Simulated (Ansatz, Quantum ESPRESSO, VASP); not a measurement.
## One structure in several programs: PtAl₂ (Fm-3m, 3 atoms in the cell)

Self-consistent single point.

```
CELL_PARAMETERS angstrom
      0.00000     2.97628     2.97628
      2.97628     0.00000     2.97628
      2.97628     2.97628     0.00000
ATOMIC_POSITIONS crystal
  Al 0.25000 0.25000 0.25000
  Al 0.75000 0.75000 0.75000
  Pt 0.00000 0.00000 0.00000
```

Shared settings, as Ansatz (a quantum-chemistry and plane-wave program) writes them: kpoints.mp_grid.grid = 7 7 7; magnetization.spin_orbit = true; scf.occupations.method = fermi_dirac; scf.occupations.width = 0.1 eV. Potentials and cutoffs stand in the table.

```
code                                                                                                model  pressure (GPa)   cutoff
----------------  ---------------------------------------------------------------------------------------  --------------  -------
VASP                                         PBE, spin-orbit coupling, VASP's PBE PAW potentials (set 64)           -1.07   300 eV
Ansatz                                                    PBE with spin-orbit coupling, default PAW files           -0.94  default
Quantum ESPRESSO  PBE, spin-orbit coupling, PSlibrary fully relativistic ultrasoft (PBE) pseudopotentials           -0.58    45 Ry
```

The spread over the programs that give each value: pressure within 0.49 GPa.

Ansatz's pressure is given at a fixed set of plane waves, as the other plane-wave codes print theirs; with its correction for the finite basis it is -0.88 GPa.

VASP's run is marked for a possible Pulay error in its stress at this cutoff; no cutoff test was made.

The starting cell has typed, rounded lattice constants, without a prior relaxation at this level. Its lattice was rescaled by a random factor within 2.5 % of one.

Left out of this page: ABINIT (with a known weakness of the program); Elk and SIESTA (not drawn, or without a comparable value); FLEUR (failed or unconverged).

Keys are those of Ansatz 0.2.
